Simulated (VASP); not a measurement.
A convergence study with VASP on Re (hcp): a few settings are varied, all else stays as given below, so the limit is that of these other settings. The cell's lengths are 1 % over those of the tabulated start and one atom is moved, so it is off equilibrium.

```
CELL_PARAMETERS angstrom
      1.39380    -2.41413     0.00000
      1.39380     2.41413     0.00000
      0.00000     0.00000     4.50460
ATOMIC_POSITIONS crystal
  Re 0.33333 0.66667 0.25000
  Re 0.68841 0.35507 0.75000
```

Calculation: LDA (Ceperley-Alder, Perdew-Zunger), VASP's LDA PAW potentials (set 64) (plane waves; VASP). The last row used: 900 eV cut-off, 13×13×7 Γ-centred mesh, first-order Methfessel-Paxton smearing of 0.10 eV, potentials Re_pv.

Energies of different potentials or hybrids have different zeros.

| setting | E (eV/atom) | pressure (GPa) | largest force (eV/Å) | plane waves |
|---|---|---|---|---|
| ENCUT = 520, POTCAR Re | -13.7133 | -19.25 | 0.244 | 833 |
| ENCUT = 700, POTCAR Re | -13.7142 | -19.12 | 0.244 | 1295 |
| ENCUT = 900, POTCAR Re | -13.7138 | -19.10 | 0.244 | 1880 |
| ENCUT = 300, POTCAR Re_pv | -13.6661 | -18.89 | 0.251 | 373 |
| ENCUT = 400, POTCAR Re_pv | -13.6804 | -16.98 | 0.256 | 568 |
| ENCUT = 520, POTCAR Re_pv | [?] | [?] | 0.256 | 833 |
| ENCUT = 700, POTCAR Re_pv | -13.6819 | -16.84 | 0.256 | 1295 |
| ENCUT = 900, POTCAR Re_pv | [?] | [?] | 0.256 | 1880 |

### Question
Complete the blanks.

### Answer

- ENCUT = 520, POTCAR Re_pv, E (eV/atom): -13.6811
- ENCUT = 520, POTCAR Re_pv, pressure (GPa): -16.96
- ENCUT = 900, POTCAR Re_pv, E (eV/atom): -13.6820
- ENCUT = 900, POTCAR Re_pv, pressure (GPa): -16.80

Left out are rungs that failed or repeat a setting and relaxations that didn't move; long series are thinned to 24 rows.

The compound is Re in the hcp structure. The cell was not relaxed at this level, it is distorted from the ideal structure.
